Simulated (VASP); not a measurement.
These are PBE GGA with D4 dispersion, VASP's PBE PAW potentials (set 64) (plane waves; VASP) values and carry that method's errors.

Input for VASP

KPOINTS:
```
k-points along high-symmetry lines
10
Line-mode
Reciprocal
  0.000000   0.000000   0.000000 ! GAMMA
  0.000000   0.500000   0.000000 ! M

  0.000000   0.500000   0.000000 ! M
 -0.333333   0.666667   0.000000 ! K

 -0.333333   0.666667   0.000000 ! K
  0.000000   0.000000   0.000000 ! GAMMA

  0.000000   0.000000   0.000000 ! GAMMA
  0.000000   0.000000   0.500000 ! A

  0.000000   0.000000   0.500000 ! A
  0.000000   0.500000   0.500000 ! L

  0.000000   0.500000   0.500000 ! L
 -0.333333   0.666667   0.500000 ! H

 -0.333333   0.666667   0.500000 ! H
  0.000000   0.000000   0.500000 ! A

  0.000000   0.500000   0.500000 ! L
  0.000000   0.500000   0.000000 ! M

 -0.333333   0.666667   0.500000 ! H
 -0.333333   0.666667   0.000000 ! K
```

INCAR:
```
SYSTEM = C
PREC = Accurate
ENCUT = 520
EDIFF = 1E-7
NELM = 100
ALGO = Normal
LREAL = .FALSE.
LASPH = .TRUE.
ISMEAR = 0
SIGMA = 0.05
GGA = PE
IVDW = 13
LWAVE = .FALSE.
LCHARG = .FALSE.
LORBIT = 11
ICHARG = 11
```

POSCAR:
```
C
1
    1.2302197716    -2.1308026553     0.0000000000
    1.2302197716     2.1308026553     0.0000000000
   -0.0000000000     0.0000000000     6.6141906747
C
4
Direct
  0.0000000000   0.0000000000   0.2500000000
  0.0000000000   0.0000000000   0.7500000000
  0.3333330000   0.6666670000   0.2500000000
  0.6666670000   0.3333330000   0.7500000000
```

POTCAR, in this order: C (PBE.64 set). Program: vasp_std. Read from the step before: CHGCAR.

The resulting files:

**OSZICAR**
```
       N       E                     dE             d eps       ncg     rms          rms(c)
DAV:   1     0.472063069151E+02    0.47206E+02   -0.81829E+03  2160   0.122E+03
DAV:   2    -0.298457426016E+02   -0.77052E+02   -0.70204E+02  3024   0.215E+02
DAV:   3    -0.333011494255E+02   -0.34554E+01   -0.34135E+01  2720   0.455E+01
DAV:   4    -0.333445924702E+02   -0.43443E-01   -0.43390E-01  2708   0.553E+00
DAV:   5    -0.333455501623E+02   -0.95769E-03   -0.95730E-03  2688   0.717E-01
DAV:   6    -0.333455838577E+02   -0.33695E-04   -0.33694E-04  2744   0.116E-01
DAV:   7    -0.333455853744E+02   -0.15168E-05   -0.15165E-05  2660   0.202E-02
DAV:   8    -0.333455854680E+02   -0.93556E-07   -0.93688E-07  2320   0.386E-03
   1 F= -.34061155E+02 E0= -.34056259E+02  d E =-.979216E-02
```

OUTCAR:
```
 val. band max:        4.8280468826   @ k =  -0.3333   0.6667   0.5000

 cond. band min:       4.8347764409   @ k =  -0.3333   0.6667   0.2778



 k-point     1 :       0.0000    0.0000    0.0000
  band No.  band energies     occupation
      1     -14.8735      2.00000
      2     -14.5392      2.00000
      3      -3.7734      2.00000
      4      -1.6628      2.00000
      5       1.8245      2.00000
      6       1.8245      2.00000
      7       1.8456      2.00000
      8       1.8457      2.00000
      9       9.2271      0.00000
     10      13.1956      0.00000
     11      13.2232      0.00000
     12      13.2546      0.00000

 k-point     2 :       0.0000    0.0556    0.0000
  band No.  band energies     occupation
      1     -14.7995      2.00000
      2     -14.4667      2.00000
      3      -3.6834      2.00000
      4      -1.5789      2.00000
      5       1.5216      2.00000
      6       1.5513      2.00000
      7       1.6640      2.00000
      8       1.6911      2.00000
      9       9.3155      0.00000
     10      13.2400      0.00000
     11      13.3070      0.00000
     12      13.5137      0.00000

 k-point     3 :       0.0000    0.1111    0.0000
  band No.  band energies     occupation
      1     -14.5778      2.00000
      2     -14.2494      2.00000
      3      -3.4142      2.00000
      4      -1.3286      2.00000
      5       0.6917      2.00000
      6       0.7406      2.00000
      7       1.2405      2.00000
      8       1.2779      2.00000
      9       9.5816      0.00000
     10      13.2470      0.00000
     11      13.3703      0.00000
     12      14.4287      0.00000

 k-point     4 :       0.0000    0.1667    0.0000
  band No.  band energies     occupation
      1     -14.2096      2.00000
      2     -13.8885      2.00000
      3      -2.9686      2.00000
      4      -0.9158      2.00000
      5      -0.4986      2.00000
      6      -0.4257      2.00000
      7       0.6735      2.00000
...
```

The density is held fixed in this step, so its total energy and stress have no physical meaning.

The compound is C in the graphite structure. It was relaxed first.
